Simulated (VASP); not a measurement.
Output of a VASP run:

**OUTCAR**
```
 ion  position               nearest neighbor table
   1  0.000  0.000  0.000-   2 2.12   2 2.12   2 2.12   2 2.12   2 2.12   2 2.12
   2  0.500  0.500  0.500-   1 2.12   1 2.12   1 2.12   1 2.12   1 2.12   1 2.12
  LATTYP: Found a face centered cubic cell.
 ALAT       =     4.2400000000
 Subroutine PRICEL returns:
 Original cell was already a primitive cell.
 Subroutine GETGRP returns: Found 48 space group operations
The static configuration has the point symmetry O_h .
The dynamic configuration has the point symmetry O_h .
 Subroutine INISYM returns: Found 48 space group operations
 Subroutine IBZKPT returns following result:
 Found    104 irreducible k-points:

 Following reciprocal coordinates:
            Coordinates               Weight
  0.000000  0.000000  0.000000      1.000000
  0.071429  0.000000  0.000000      8.000000
  0.142857  0.000000  0.000000      8.000000
  0.214286  0.000000  0.000000      8.000000
  0.285714  0.000000  0.000000      8.000000
  0.357143  0.000000  0.000000      8.000000
  0.428571  0.000000  0.000000      8.000000
  0.500000  0.000000  0.000000      4.000000
  0.071429  0.071429  0.000000      6.000000
  0.142857  0.071429  0.000000     24.000000
  0.214286  0.071429  0.000000     24.000000
  0.285714  0.071429  0.000000     24.000000
  0.357143  0.071429  0.000000     24.000000
  0.428571  0.071429  0.000000     24.000000
  0.500000  0.071429  0.000000     24.000000
 -0.428571  0.071429  0.000000     24.000000
 -0.357143  0.071429  0.000000     24.000000
 -0.285714  0.071429  0.000000     24.000000
 -0.214286  0.071429  0.000000     24.000000
 -0.142857  0.071429  0.000000     24.000000
 -0.071429  0.071429  0.000000     12.000000
  0.142857  0.142857  0.000000      6.000000
  0.214286  0.142857  0.000000     24.000000
  0.285714  0.142857  0.000000     24.000000
  0.357143  0.142857  0.000000     24.000000
  0.428571  0.142857  0.000000     24.000000
  0.500000  0.142857  0.000000     24.000000
 -0.428571  0.142857  0.000000     24.000000
 -0.357143  0.142857  0.000000     24.000000
 -0.285714  0.142857  0.000000     24.000000
 -0.214286  0.142857  0.000000     24.000000
 -0.142857  0.142857  0.000000     12.000000
  0.214286  0.214286  0.000000      6.000000
  0.285714  0.214286  0.000000     24.000000
  0.357143  0.214286  0.000000     24.000000
  0.428571  0.214286  0.000000     24.000000
  0.500000  0.214286  0.000000     24.000000
 -0.428571  0.214286  0.000000     24.000000
 -0.357143  0.214286  0.000000     24.000000
 -0.285714  0.214286  0.000000     24.000000
   k-points           NKPTS =    104   k-points in BZ     NKDIM =    104   number of bands    NBANDS=     12
   number of dos      NEDOS =    301   number of ions     NIONS =      2
   total plane-waves  NPLWV =  13824
   dimension x,y,z NGX =    24 NGY =   24 NGZ =   24
   dimension x,y,z NGXF=    48 NGYF=   48 NGZF=   48
   ions per type =               1   1
   PREC   = accura    normal or accurate (medium, high low for compatibility)
   ISTART =      0    job   : 0-new  1-cont  2-samecut
   ICHARG =      2    charge: 1-file 2-atom 10-const
   ISPIN  =      1    spin polarized calculation?
   LNONCOLLINEAR =      F non collinear calculations
   LSORBIT =      F    spin-orbit coupling
   INIWAV =      1    electr: 0-lowe 1-rand  2-diag
   ENCUT  =  600.0 eV  44.10 Ry    6.64 a.u.   5.99  5.99  5.99*2*pi/ulx,y,z
   NELM   =    100;   NELMIN=  2; NELMDL= -5     # of ELM steps
   EDIFF  = 0.1E-06   stopping-criterion for ELM
   LREAL  =      F    real-space projection
   NLSPLINE    = F    spline interpolate recip. space projectors
   LMAXMIX     =    4 max onsite mixed and CHGCAR
   VOSKOWN=      0    Vosko Wilk Nusair interpolation
   EDIFFG = -.1E-01   stopping-criterion for IOM
   NSW    =     40    number of steps for IOM
   NBLOCK =      1;   KBLOCK =     40    inner block; outer block
   IBRION =      2    ionic relax: 0-MD 1-quasi-New 2-CG
...
```

### OSZICAR
```
...
DAV:  12    -0.260130078493E+02   -0.91359E-03   -0.73140E-03  3860   0.739E-01    0.123E-01
DAV:  13    -0.260128081320E+02    0.19972E-03   -0.18837E-04  2632   0.158E-01    0.967E-02
DAV:  14    -0.260127715892E+02    0.36543E-04   -0.24943E-04  2700   0.188E-01    0.351E-02
DAV:  15    -0.260127326516E+02    0.38938E-04   -0.35923E-05  3480   0.665E-02    0.106E-02
DAV:  16    -0.260127375634E+02   -0.49118E-05   -0.79103E-06  3256   0.275E-02    0.460E-03
DAV:  17    -0.260127299270E+02    0.76364E-05   -0.11927E-06  2592   0.174E-02    0.298E-03
DAV:  18    -0.260127316328E+02   -0.17058E-05   -0.68164E-07  2744   0.115E-02    0.111E-03
DAV:  19    -0.260127295827E+02    0.20501E-05   -0.94965E-08  1264   0.491E-03    0.674E-04
DAV:  20    -0.260127297253E+02   -0.14262E-06   -0.20732E-08  1260   0.171E-03    0.488E-04
DAV:  21    -0.260127301344E+02   -0.40907E-06   -0.50553E-09  1252   0.977E-04    0.336E-04
DAV:  22    -0.260127300746E+02    0.59807E-07   -0.29422E-09  1260   0.670E-04
   1 F= -.25774851E+02 E0= -.25774669E+02  d E =-.257749E+02
       N       E                     dE             d eps       ncg     rms          rms(c)
DAV:   1    -0.260493390850E+02   -0.36609E-01   -0.11434E+00  2512   0.181E+01    0.198E+00
DAV:   2    -0.260085793270E+02    0.40760E-01   -0.13362E-01  2520   0.644E+00    0.546E-01
DAV:   3    -0.260061685467E+02    0.24108E-02   -0.24197E-02  2928   0.154E+00    0.876E-02
DAV:   4    -0.260067516066E+02   -0.58306E-03   -0.31290E-03  2580   0.793E-01    0.906E-02
DAV:   5    -0.260070366128E+02   -0.28501E-03   -0.15873E-03  3768   0.318E-01    0.925E-02
DAV:   6    -0.260075086211E+02   -0.47201E-03   -0.76339E-04  4000   0.212E-01    0.673E-02
DAV:   7    -0.260076341013E+02   -0.12548E-03   -0.23665E-04  2800   0.139E-01    0.462E-02
DAV:   8    -0.260076125445E+02    0.21557E-04   -0.28370E-05  2588   0.860E-02    0.350E-02
DAV:   9    -0.260076275957E+02   -0.15051E-04   -0.11820E-05  2584   0.505E-02    0.996E-03
DAV:  10    -0.260076299077E+02   -0.23119E-05   -0.20973E-06  2948   0.177E-02    0.640E-03
DAV:  11    -0.260076303770E+02   -0.46938E-06   -0.49795E-07  2864   0.846E-03    0.223E-03
DAV:  12    -0.260076305341E+02   -0.15703E-06   -0.69328E-08  1260   0.413E-03    0.135E-03
DAV:  13    -0.260076305487E+02   -0.14607E-07   -0.68773E-08  1256   0.428E-03
   2 F= -.25773716E+02 E0= -.25773529E+02  d E =0.113481E-02
       N       E                     dE             d eps       ncg     rms          rms(c)
DAV:   1    -0.260276491468E+02   -0.20019E-01   -0.43120E-01  2512   0.113E+01    0.122E+00
DAV:   2    -0.260123300994E+02    0.15319E-01   -0.53366E-02  2516   0.402E+00    0.334E-01
DAV:   3    -0.260115248365E+02    0.80526E-03   -0.92126E-03  2844   0.953E-01    0.605E-02
DAV:   4    -0.260115950868E+02   -0.70250E-04   -0.12578E-03  2596   0.516E-01    0.543E-02
DAV:   5    -0.260117741573E+02   -0.17907E-03   -0.69454E-04  3776   0.208E-01    0.587E-02
DAV:   6    -0.260119460880E+02   -0.17193E-03   -0.22050E-04  4000   0.113E-01    0.433E-02
DAV:   7    -0.260119611348E+02   -0.15047E-04   -0.84549E-05  2888   0.815E-02    0.285E-02
DAV:   8    -0.260119545092E+02    0.66256E-05   -0.99536E-06  2608   0.494E-02    0.230E-02
DAV:   9    -0.260119473873E+02    0.71219E-05   -0.48406E-06  2564   0.319E-02    0.685E-03
DAV:  10    -0.260119441867E+02    0.32007E-05   -0.11466E-06  2884   0.132E-02    0.353E-03
DAV:  11    -0.260119442347E+02   -0.48002E-07   -0.27294E-07  2520   0.573E-03
   3 F= -.25775608E+02 E0= -.25775424E+02  d E =-.757069E-03
```

### OUTCAR
```
------------------------ aborting loop because EDIFF is reached ----------------------------------------
  FORCE on cell =-STRESS in cart. coord.  units (eV):
  Direction    XX          YY          ZZ          XY          YZ          ZX
  --------------------------------------------------------------------------------------
  Total        0.2375064      0.2375064      0.2375064     -0.0000000     -0.0000000     -0.0000000
  in kB       20.0989957     20.0989957     20.0989957     -0.0000000     -0.0000000     -0.0000000
  external PRESSURE =       0.0989957 kB  Pullay stress =      20.0000000 kB
  volume of cell :       18.93
      direct lattice vectors                 reciprocal lattice vectors
     0.000000000  2.115406548  2.115406548    -0.236361186  0.236361186  0.236361186
     2.115406548  0.000000000  2.115406548     0.236361186 -0.236361186  0.236361186
     2.115406548  2.115406548  0.000000000     0.236361186  0.236361186 -0.236361186
 POSITION                                       TOTAL-FORCE (eV/Angst)
 -----------------------------------------------------------------------------------
      0.00000      0.00000      0.00000        -0.000000     -0.000000     -0.000000
      2.11541      2.11541      2.11541         0.000000      0.000000      0.000000
 -----------------------------------------------------------------------------------
    total drift:                                0.000000     -0.000000     -0.000000
  FREE ENERGIE OF THE ION-ELECTRON SYSTEM (eV)
  ---------------------------------------------------
  free  energy   TOTEN  =       -26.0119442347 eV

  energy  without entropy=      -26.0113936279  energy(sigma->0) =      -26.01176070
  enthalpy is  TOTEN    =       -25.7756076571 eV   P V=        0.2363365776

 reached required accuracy - stopping structural energy minimisation
```
(Selected blocks of OUTCAR.)

### POSCAR
```
TiN
1
    0.0000000000     2.1200000000     2.1200000000
    2.1200000000     0.0000000000     2.1200000000
    2.1200000000     2.1200000000     0.0000000000
Ti N
1 1
Direct
  0.0000000000   0.0000000000   0.0000000000
  0.5000000000   0.5000000000   0.5000000000
```

Task: Write an INCAR and KPOINTS that could have produced this output.

Result: One answer among several that fit: the input of the run itself, r2SCAN meta-GGA, plane waves, VASP's PBE PAW potentials (set 64).

File KPOINTS:
```
Automatic
0
G
 14 14 14
0 0 0
```

INCAR:
```
EDIFF  =  1E-7   # SCF stop (eV)
IBRION  =  2   # conjugate gradients
ISIF  =  3   # ions, shape and volume
PSTRESS  =  20
LASPH  =  .True.   # aspherical one-centre terms
LREAL  =  .False.
NELM  =  100   # most electronic steps
PREC  =  Accurate
NSW  =  40   # most ionic steps
ENCUT  =  600   # plane-wave cut-off (eV)
LWAVE  =  .False.
EDIFFG  =  -0.01   # ionic stop
LMIXTAU  =  .True.
SYSTEM  =  TiN
SIGMA  =  0.1
ALGO  =  Normal   # blocked Davidson
LCHARG  =  .False.
ISMEAR  =  1   # Methfessel-Paxton
METAGGA  =  R2SCAN
LMAXMIX  =  4   # l cut-off of mixed one-centre charges
```

POTCAR, in this order: Ti_sv N (PBE.64 set). Program: vasp_std.

The compound is TiN in the rock salt structure. This run relaxes it under an external pressure of 2 GPa. Symmetry was kept, so distortions that lower it aren't found. The electron count is odd and the run is not spin-polarised, which forces a metal.
